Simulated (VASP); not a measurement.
Method: r2SCAN meta-GGA, VASP's PBE PAW potentials (set 64) (plane waves; VASP).

VASP input:

### INCAR
```
SIGMA  =  0.1   # width (eV)
ISMEAR  =  1
ENCUT  =  400   # plane-wave cut-off (eV)
IBRION  =  2   # conjugate gradients
EDIFF  =  1E-6
NELM  =  100
NSW  =  60   # most ionic steps
EDIFFG  =  -0.01
PREC  =  Accurate
LREAL  =  .False.   # projection in real space or not
LWAVE  =  .False.
LCHARG  =  .False.
LASPH  =  .True.   # aspherical one-centre terms
SYSTEM  =  GeMo
LMIXTAU  =  .True.
LMAXMIX  =  4   # l cut-off of mixed one-centre charges
ISIF  =  3   # ions, shape and volume
METAGGA  =  R2SCAN
ALGO  =  Normal
```

POSCAR:
```
GeMo
1
    3.1057147889     0.0000000000     0.0000000000
    0.0000000000     3.1057147889     0.0000000000
   -0.0000000000     0.0000000000     3.1057147889
Mo Ge
1 1
Direct
  0.0000000000   0.0000000000   0.0000000000
  0.5000000000   0.5000000000   0.5000000000
```

KPOINTS:
```
Automatic mesh
0
Gamma
11 11 11
0 0 0
```

POTCAR, in this order: Mo_sv Ge_d (PBE.64 set). Program: vasp_std.

Question: What does the run give for the energy per atom (σ→0), band gap (on the k-mesh)?

Answer: 
| Quantity | Value |
|---|---|
| energy per atom (σ→0) | -19.790 eV/atom |
| band gap (on the k-mesh) | none (metal, semimetal or under 0.01 eV) |

File OSZICAR:
```
...
DAV:   9    -0.395773396923E+02   -0.43155E-01   -0.45320E-02  2084   0.176E+00    0.192E-01
DAV:  10    -0.395792037868E+02   -0.18641E-02   -0.27488E-03  2102   0.503E-01    0.662E-02
DAV:  11    -0.395793706148E+02   -0.16683E-03   -0.89963E-04  2086   0.282E-01    0.233E-02
DAV:  12    -0.395796444458E+02   -0.27383E-03   -0.36717E-04  2082   0.172E-01    0.121E-02
DAV:  13    -0.395797136798E+02   -0.69234E-04   -0.59449E-05  2120   0.824E-02    0.540E-03
DAV:  14    -0.395797154278E+02   -0.17480E-05   -0.22558E-06  1696   0.143E-02    0.223E-03
DAV:  15    -0.395797160722E+02   -0.64449E-06   -0.67221E-07  1118   0.793E-03
   1 F= -.39579716E+02 E0= -.39579228E+02  d E =-.395797E+02
```

The structure was generated: GeMo was put into the CsCl type (Pm-3m), which need not be its known phase. It was relaxed first, which changed the volume by -6 %. The start is the result of an earlier pass.
